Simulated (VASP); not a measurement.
Calculation: rev-vdW-DF2, VASP's PBE PAW potentials (set 64) (plane waves; VASP).

A VASP calculation is set up with these files.

### POSCAR
```
PbTe
1
    0.0000000000     3.2300000000     3.2300000000
    3.2300000000     0.0000000000     3.2300000000
    3.2300000000     3.2300000000     0.0000000000
Te Pb
1 1
Direct
  0.5000000000   0.5000000000   0.5000000000
  0.0000000000   0.0000000000   0.0000000000
```

KPOINTS:
```
Automatic mesh
0
Gamma
7 7 7
0 0 0
```

INCAR:
```
SYSTEM = PbTe
PREC = Accurate
ENCUT = 520
EDIFF = 1E-6
NELM = 100
ALGO = Normal
LREAL = .FALSE.
LASPH = .TRUE.
ISMEAR = 0
SIGMA = 0.05
GGA = MK
PARAM1 = 0.1234568
PARAM2 = 0.7114
ZAB_VDW = -1.8867
LUSE_VDW = .TRUE.
AGGAC = 0.0
LMAXMIX = 4
LWAVE = .FALSE.
LCHARG = .FALSE.
IBRION = 2
ISIF = 3
NSW = 60
EDIFFG = -0.01
```

POTCAR, in this order: Te Pb_d (PBE.64 set). Program: vasp_std.

Energy and stress use the plane-wave basis of the starting cell.

Q: Predict the energy per atom (σ→0), volume per atom.

A: 
The energy per atom (σ→0) is -1.519 eV/atom and the volume per atom comes out as 34.55 Å³/atom.

### OSZICAR
```
...
       N       E                     dE             d eps       ncg     rms          rms(c)
DAV:   1    -0.304876066750E+01   -0.11383E-01   -0.34385E-01   680   0.104E+01    0.552E-01
DAV:   2    -0.303947309683E+01    0.92876E-02   -0.19273E-02   686   0.253E+00    0.203E-01
DAV:   3    -0.303789836254E+01    0.15747E-02   -0.69102E-03   686   0.138E+00    0.414E-02
DAV:   4    -0.303790905317E+01   -0.10691E-04   -0.11154E-04   560   0.110E-01    0.337E-02
DAV:   5    -0.303791579338E+01   -0.67402E-05   -0.28959E-05   650   0.516E-02    0.887E-03
DAV:   6    -0.303791549976E+01    0.29362E-06   -0.25965E-06   450   0.293E-02
   3 F= -.30379155E+01 E0= -.30379155E+01  d E =-.572774E-02
```

The compound is PbTe in the rock salt structure. This run relaxes it. Symmetry was kept, so distortions that lower it aren't found.
